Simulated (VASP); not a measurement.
Data:

```
Ni3Si
1.0
    3.38024     0.00000     0.00000
    0.00000     3.38024     0.00000
    0.00000     0.00000     3.38024
Si Ni
1 3
Direct
  0.00000   0.00000   0.00000
  0.00000   0.50000   0.50000
  0.50000   0.00000   0.50000
  0.50000   0.50000   0.00000
```

Level of theory: SCAN meta-GGA, VASP's PBE PAW potentials (set 64) (plane waves; VASP). Settings: 520 eV cut-off, 9×9×9 Γ-centred mesh, first-order Methfessel-Paxton smearing of 0.10 eV, potentials Si Ni.

Give the stress tensor in GPa (positive for a compressed cell).

```
18.08   0.00   0.00
 0.00  18.08   0.00
 0.00   0.00  18.08
```
The pressure is its mean diagonal, 18.08 GPa.

The compound is Ni3Si in the L1_2 structure. This cell is one point of a volume scan, at 0.94 of the reference volume. The run is not spin-polarised, so no magnetic state was tried.
